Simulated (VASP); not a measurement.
# Ga11FeAs12 (a cell with a defect): single point with PBEsol+U

The system is Ga11FeAs12 (a cell with a defect).

```
Fe Ga As
1.0
     0.00000    8.48055    8.48055
     5.65370    0.00000    5.65370
     5.65370    5.65370    0.00000
Fe Ga As
1 11 12
Direct
  0.99892 0.00042 0.99981
  0.00083 0.00190 0.49816
  0.00097 0.49936 0.99871
  0.00037 0.49986 0.49737
  0.33271 0.00050 0.99998
  0.33279 0.00239 0.49732
  0.33287 0.50162 0.99851
  0.33216 0.50108 0.50052
  0.66799 0.99939 0.99913
  0.66587 0.00117 0.50045
  0.66622 0.50012 0.99852
  0.66631 0.50135 0.49827
  0.08270 0.12449 0.12342
  0.08284 0.12492 0.62722
  0.08292 0.62822 0.12212
  0.08249 0.62644 0.62359
  0.41742 0.12623 0.12250
  0.41572 0.12593 0.62481
  0.41599 0.62555 0.12508
  0.41630 0.62719 0.62339
  0.75152 0.12458 0.12466
  0.75060 0.12602 0.62404
  0.75082 0.62435 0.12315
  0.75018 0.62586 0.62324
```

- Program: VASP 6.6.1
- Task: single point
- Functional: PBEsol
- Potentials or basis: VASP PAW PBE potentials, release 64 (Fe, Ga_d, As)
- Cutoff: 350 eV
- k mesh: 2 × 3 × 3
- Occupations: gaussian, width 0.03 eV
- Spin: collinear spin, ferromagnetic start
- Starting moments: [5.0, 0.0, 0.0, 0.0, 0.0, 0.0, 0.0, 0.0, 0.0, 0.0, 0.0, 0.0, 0.0, 0.0, 0.0, 0.0, 0.0, 0.0, 0.0, 0.0, 0.0, 0.0, 0.0, 0.0] μB
- Fixed moment: 5 μB
- Hubbard terms: Fe d U = 4 eV

* Pressure: 0.1 GPa
* Largest force: 0.069 eV/Å
* Net moment: 5.00 μB per cell
* Site moments: Fe +3.73; Ga +0.03, +0.02, +0.01, +0.00; As +0.09, +0.08, +0.01, +0.05, +0.02, +0.07 μB
* Valence electrons inside the program's atomic spheres: Fe 6.84; Ga 11.67, 11.68; As 2.84, 2.83

Forces on the atoms (eV/Å):
```
Fe  -0.033  0.028  0.045
Ga  -0.003  0.013  0.036
Ga   0.002  0.049  0.014
Ga  -0.019  0.016  0.027
Ga   0.009 -0.002  0.014
Ga   0.005  0.028 -0.008
Ga  -0.010  0.005  0.010
Ga  -0.019  0.012  0.027
Ga   0.022  0.001  0.012
Ga  -0.020  0.017  0.023
Ga   0.000  0.021  0.028
Ga  -0.004  0.024  0.013
As  -0.022 -0.027 -0.024
As   0.018  0.001 -0.036
As   0.030 -0.024 -0.004
As  -0.007 -0.016 -0.018
As  -0.012  0.000 -0.004
As   0.008 -0.010 -0.001
As   0.002 -0.007 -0.010
As  -0.003 -0.011 -0.022
As   0.017 -0.049 -0.045
As   0.005 -0.032 -0.025
As   0.021 -0.025 -0.027
As   0.010 -0.015 -0.024
```

Stress tensor (GPa, compression positive):
```
 0.10  0.06  0.06
 0.06  0.14 -0.05
 0.06 -0.05  0.15
```

Eigenvalues of the final occupation matrices:
```csv
site,spin,trace,eigenvalues
site 1 d,1,4.78,0.95 0.95 0.96 0.96 0.96
site 1 d,2,1.19,0.04 0.04 0.33 0.34 0.43
```

Run time: 6 min on 4 MPI ranks on Intel(R) Xeon(R) 6975P-C (Granite Rapids) (shared host), peak memory 0.94 GiB a rank.

Caveat: the cutoff is under 1.25 times the usual one of these potentials, so pressure, stress and relaxed cells hold a basis-set (Pulay) error; the PAW data sets were made with another functional, which shifts forces and pressure a little; the total moment is fixed, so each spin has its own Fermi level; only a ferromagnetic start was run, and an antiferromagnetic order may lie lower in energy; the U is typed as a test and isn't derived for this compound. The state reached can hang on the start; a lower one may exist.
